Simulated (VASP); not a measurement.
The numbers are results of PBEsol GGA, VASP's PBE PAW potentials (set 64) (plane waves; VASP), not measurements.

A VASP calculation is set up with these files.

File POSCAR:
```
Sr3SbN
1
    5.1442912468    -0.0000000000    -0.0000000000
    0.0000000000     5.1442912468    -0.0000000000
    0.0000000000     0.0000000000     5.1442912468
Sr Sb N
3 1 1
Direct
  0.0000000000   0.5000000000   0.5000000000
  0.5000000000   0.0000000000   0.5000000000
  0.5000000000   0.5000000000   0.0000000000
  0.0000000000   0.0000000000   0.0000000000
  0.5000000000   0.5000000000   0.5000000000
```

### INCAR
```
SYSTEM = Sr3SbN
PREC = Accurate; ENCUT = 520; LREAL = .False.
LASPH = .True.; ICHARG = 11
EDIFF = 1E-7; NELM = 100; ALGO = Normal
LMAXMIX = 4
ISMEAR = 0; SIGMA = 0.05
GGA = PS
LWAVE = .False.; LCHARG = .False.; LORBIT = 11
```

File KPOINTS:
```
k-points along high-symmetry lines
15
Line-mode
Reciprocal
  0.000000   0.000000   0.000000 ! GAMMA
  0.000000   0.500000   0.000000 ! X

  0.000000   0.500000   0.000000 ! X
  0.500000   0.500000   0.000000 ! M

  0.500000   0.500000   0.000000 ! M
  0.000000   0.000000   0.000000 ! GAMMA

  0.000000   0.000000   0.000000 ! GAMMA
  0.500000   0.500000   0.500000 ! R

  0.500000   0.500000   0.500000 ! R
  0.000000   0.500000   0.000000 ! X

  0.500000   0.500000   0.500000 ! R
  0.500000   0.500000   0.000000 ! M
```

POTCAR, in this order: Sr_sv Sb N (PBE.64 set). Program: vasp_std. Read from the step before: CHGCAR.

Output

**OSZICAR**
```
       N       E                     dE             d eps       ncg     rms          rms(c)
DAV:   1     0.259957174910E+03    0.25996E+03   -0.19048E+04  4320   0.148E+03
DAV:   2     0.212260195110E+01   -0.25783E+03   -0.25520E+03  5424   0.324E+02
DAV:   3    -0.213391590389E+02   -0.23462E+02   -0.23060E+02  6872   0.786E+01
DAV:   4    -0.226119923075E+02   -0.12728E+01   -0.12674E+01  6440   0.182E+01
DAV:   5    -0.226640206807E+02   -0.52028E-01   -0.51925E-01  6616   0.299E+00
DAV:   6    -0.226654300142E+02   -0.14093E-02   -0.14088E-02  6424   0.453E-01
DAV:   7    -0.226654824325E+02   -0.52418E-04   -0.52416E-04  6512   0.704E-02
DAV:   8    -0.226654846968E+02   -0.22643E-05   -0.22641E-05  6728   0.113E-02
DAV:   9    -0.226654847764E+02   -0.79596E-07   -0.79679E-07  5240   0.190E-03
   1 F= -.22665485E+02 E0= -.22665226E+02  d E =-.517250E-03
```

OUTCAR:
```
 val. band max:        3.7396225681   @ k =   0.0000   0.0000   0.0000

 cond. band min:       3.8900968672   @ k =   0.0000   0.0000   0.0000



 k-point     1 :       0.0000    0.0000    0.0000
  band No.  band energies     occupation
      1     -31.1979      2.00000
      2     -31.0773      2.00000
      3     -31.0773      2.00000
      4     -13.5935      2.00000
      5     -13.5935      2.00000
      6     -13.5935      2.00000
      7     -13.2716      2.00000
      8     -13.2716      2.00000
      9     -13.2716      2.00000
     10     -12.8788      2.00000
     11     -12.8788      2.00000
     12     -12.8788      2.00000
     13      -8.1865      2.00000
     14      -5.0451      2.00000
     15       2.7499      2.00000
     16       2.7499      2.00000
     17       2.7499      2.00000
     18       3.7396      1.97249
     19       3.7396      1.97249
     20       3.7396      1.97249
     21       3.8901      0.04019
     22       3.8901      0.04019
     23       4.7942      0.00000
     24       4.9807      0.00000

 k-point     2 :       0.0000    0.0357    0.0000
  band No.  band energies     occupation
      1     -31.1976      2.00000
      2     -31.0776      2.00000
      3     -31.0773      2.00000
      4     -13.5926      2.00000
      5     -13.5923      2.00000
      6     -13.5923      2.00000
      7     -13.2720      2.00000
      8     -13.2720      2.00000
      9     -13.2718      2.00000
     10     -12.8827      2.00000
     11     -12.8796      2.00000
     12     -12.8796      2.00000
     13      -8.1796      2.00000
     14      -5.0412      2.00000
     15       2.6914      2.00000
     16       2.7451      2.00000
     17       2.7451      2.00000
     18       3.6704      1.99997
     19       3.7209      1.99372
     20       3.7209      1.99372
     21       3.9009      0.01845
     22       3.9578      0.00007
     23       4.8549      0.00000
     24       4.9887      0.00000

...
```

The density is held fixed in this step, so its total energy and stress have no physical meaning. Unless said otherwise, spin-orbit coupling is left out, though it shifts the bands of the heavy elements here.

The structure comes from a computed database's Sr3SbN entry (Pm-3m); how it stands against other phases isn't given here. It was relaxed first.
